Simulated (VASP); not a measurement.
Method: PBE GGA, VASP's PBE PAW potentials (set 64) (plane waves; VASP).

A VASP calculation is set up with these files.

File POSCAR:
```
Te
1
    2.2746000000    -3.9397220000     0.0000000000
    2.2746000000     3.9397220000     0.0000000000
    0.0000000000     0.0000000000     6.0486000000
Te
3
Direct
  0.0000000000   0.2630000000   0.6666670000
  0.7370000000   0.7370000000   0.0000000000
  0.2630000000   0.0000000000   0.3333330000
```

INCAR:
```
SYSTEM = Te
PREC = Accurate
ENCUT = 400
EDIFF = 1E-6
NELM = 100
ALGO = Normal
LREAL = .FALSE.
LASPH = .TRUE.
ISMEAR = 0
SIGMA = 0.05
GGA = PE
LMAXMIX = 4
LWAVE = .FALSE.
LCHARG = .FALSE.
ISIF = 2
AMIX = 0.1
BMIX = 3.0
IMIX = 4
```

**KPOINTS**
```
Automatic mesh
0
gamma
 5 5 4
```

POTCAR, in this order: Te (PBE.64 set). Program: vasp_std.

What VASP printed:

OUTCAR:
```
 ion  position               nearest neighbor table
   1  0.000  0.263  0.667-   2 2.89   3 2.89   2 3.57   2 3.57   3 3.57   3 3.57
   2  0.737  0.737  0.000-   3 2.89   1 2.89   1 3.57   3 3.57   3 3.57   1 3.57
   3  0.263  0.000  0.333-   2 2.89   1 2.89   2 3.57   2 3.57   1 3.57   1 3.57
  LATTYP: Found a hexagonal cell.
 ALAT       =     4.5491993358
 C/A-ratio  =     1.3295966067
 Subroutine PRICEL returns:
 Original cell was already a primitive cell.
 Subroutine GETGRP returns: Found  6 space group operations
The static configuration has the point symmetry C_2 .
 The point group associated with its full space group is D_3 .
The dynamic configuration has the point symmetry C_2 .
 Subroutine INISYM returns: Found  6 space group operations
 Subroutine IBZKPT returns following result:
 Found     17 irreducible k-points:

 Following reciprocal coordinates:
            Coordinates               Weight
  0.000000  0.000000  0.000000      1.000000
  0.200000 -0.000000  0.000000      6.000000
  0.400000 -0.000000  0.000000      6.000000
  0.200000  0.200000  0.000000      6.000000
  0.400000  0.200000  0.000000      6.000000
  0.000000  0.000000  0.250000      2.000000
...
```

**OSZICAR**
```
       N       E                     dE             d eps       ncg     rms          rms(c)
DAV:   1     0.729381681981E+02    0.72938E+02   -0.56539E+03   442   0.896E+02
DAV:   2    -0.435481537458E+01   -0.77293E+02   -0.74424E+02   620   0.144E+02
DAV:   3    -0.935185584583E+01   -0.49970E+01   -0.49622E+01   537   0.425E+01
DAV:   4    -0.944076207275E+01   -0.88906E-01   -0.88853E-01   561   0.697E+00
DAV:   5    -0.944247193374E+01   -0.17099E-02   -0.17099E-02   545   0.926E-01    0.109E+01
DAV:   6    -0.943535337196E+01    0.71186E-02   -0.28301E-03   525   0.363E-01    0.100E+01
DAV:   7    -0.943068580594E+01    0.46676E-02   -0.17754E-01   452   0.279E+00    0.615E-01
DAV:   8    -0.942232081631E+01    0.83650E-02   -0.27258E-02   442   0.111E+00    0.348E-01
DAV:   9    -0.941941764599E+01    0.29032E-02   -0.73912E-03   452   0.530E-01    0.351E-01
DAV:  10    -0.941955849086E+01   -0.14084E-03   -0.13538E-03   527   0.219E-01    0.177E-01
DAV:  11    -0.941950131518E+01    0.57176E-04   -0.15687E-04   467   0.807E-02    0.933E-02
DAV:  12    -0.941946675926E+01    0.34556E-04   -0.71418E-05   442   0.529E-02    0.218E-02
DAV:  13    -0.941946747490E+01   -0.71563E-06   -0.51538E-06   504   0.152E-02
   1 F= -.94194675E+01 E0= -.94194675E+01  d E =-.455743E-11
```

### OUTCAR
```
------------------------ aborting loop because EDIFF is reached ----------------------------------------
  FORCE on cell =-STRESS in cart. coord.  units (eV):
  Direction    XX          YY          ZZ          XY          YZ          ZX
  --------------------------------------------------------------------------------------
  Total       -0.3556948     -0.3556947     -0.8241795      0.0000000     -0.0000000     -0.0000000
  in kB       -5.2569356     -5.2569336    -12.1808314      0.0000000     -0.0000000     -0.0000000
  external PRESSURE =      -7.5649002 kB  Pullay stress =       0.0000000 kB
  volume of cell :      108.41
      direct lattice vectors                 reciprocal lattice vectors
     2.274600000 -3.939722000  0.000000000     0.219818869 -0.126912508  0.000000000
     2.274600000  3.939722000  0.000000000     0.219818869  0.126912508  0.000000000
     0.000000000  0.000000000  6.048600000     0.000000000  0.000000000  0.165327514
 POSITION                                       TOTAL-FORCE (eV/Angst)
 -----------------------------------------------------------------------------------
      0.59822      1.03615      4.03240        -0.013437     -0.023273     -0.000000
      3.35276      0.00000      0.00000         0.026874      0.000000      0.000000
      0.59822     -1.03615      2.01620        -0.013437      0.023273      0.000000
 -----------------------------------------------------------------------------------
    total drift:                               -0.000165     -0.000393      0.000013
  FREE ENERGIE OF THE ION-ELECTRON SYSTEM (eV)
  ---------------------------------------------------
  free  energy   TOTEN  =        -9.4194674749 eV

  energy  without entropy=       -9.4194674749  energy(sigma->0) =       -9.41946747
```
(Selected blocks of OUTCAR.)

The compound is Te in the trig structure. The cell was not relaxed at this level. The run is one of a series of settings (AMIX = 0.1, BMIX = 3.0, IMIX = 4 against the base run), some of them coarse on purpose.
